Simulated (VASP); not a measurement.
These are rev-vdW-DF2, VASP's PBE PAW potentials (set 64) (plane waves; VASP) values and carry that method's errors.

Input for VASP

File POSCAR:
```
Ta
1
   -1.6827710210     1.6827710210     1.6827710210
    1.6827710210    -1.6827710210     1.6827710210
    1.6827710210     1.6827710210    -1.6827710210
Ta
1
Direct
  0.0000000000   0.0000000000   0.0000000000
```

**KPOINTS**
```
Automatic mesh
0
Gamma
15 15 15
0 0 0
```

INCAR:
```
! general
SYSTEM   = Ta
PREC     = Accurate
ENCUT    = 520   ! plane-wave cut-off (eV)
LREAL    = .FALSE.   ! projection in real space or not
LASPH    = .TRUE.   ! aspherical one-centre terms

! electronic loop
EDIFF    = 1E-7
NELM     = 100   ! most electronic steps
ALGO     = Normal   ! blocked Davidson
LMAXMIX  = 6   ! l cut-off of mixed one-centre charges

! smearing
ISMEAR   = 1
SIGMA    = 0.1   ! width (eV)

! functional
GGA      = MK
LUSE_VDW = .TRUE.
AGGAC    = 0.0
PARAM1   = 0.1234568
PARAM2   = 0.7114
ZAB_VDW  = -1.8867

! ions
ISIF     = 2   ! forces and stress, cell fixed

! output
LWAVE    = .FALSE.
LCHARG   = .FALSE.
```

POTCAR, in this order: Ta_pv (PBE.64 set). Program: vasp_std.

Unless said otherwise, spin-orbit coupling is left out, though it shifts the bands of the heavy elements here.

**Question.** Predict the energy per atom (σ→0), pressure, band gap (on the k-mesh).

**Answer.** 
```yaml
energy per atom (σ→0): -9.514 eV/atom
band gap (on the k-mesh): none (metal, semimetal or under 0.01 eV)
pressure: -10.96 GPa
```

### OSZICAR
```
...
DAV:   5    -0.100105082660E+02   -0.26813E-04   -0.26812E-04  2428   0.119E-01    0.122E+01
DAV:   6    -0.962375402553E+01    0.38675E+00   -0.45402E-01  2238   0.796E+00    0.573E+00
DAV:   7    -0.951580447607E+01    0.10795E+00   -0.33808E-01  2260   0.647E+00    0.366E-01
DAV:   8    -0.951465533419E+01    0.11491E-02   -0.42651E-03  2287   0.863E-01    0.111E-01
DAV:   9    -0.951462117248E+01    0.34162E-04   -0.17686E-04  2314   0.156E-01    0.297E-02
DAV:  10    -0.951461749790E+01    0.36746E-05   -0.76188E-06  2407   0.385E-02    0.361E-03
DAV:  11    -0.951461748141E+01    0.16486E-07   -0.21399E-07  2257   0.647E-03
   1 F= -.95146175E+01 E0= -.95144033E+01  d E =-.642647E-03
```

The compound is Ta in the bcc structure. This cell is one point of a volume scan, at 1.06 of the reference volume.
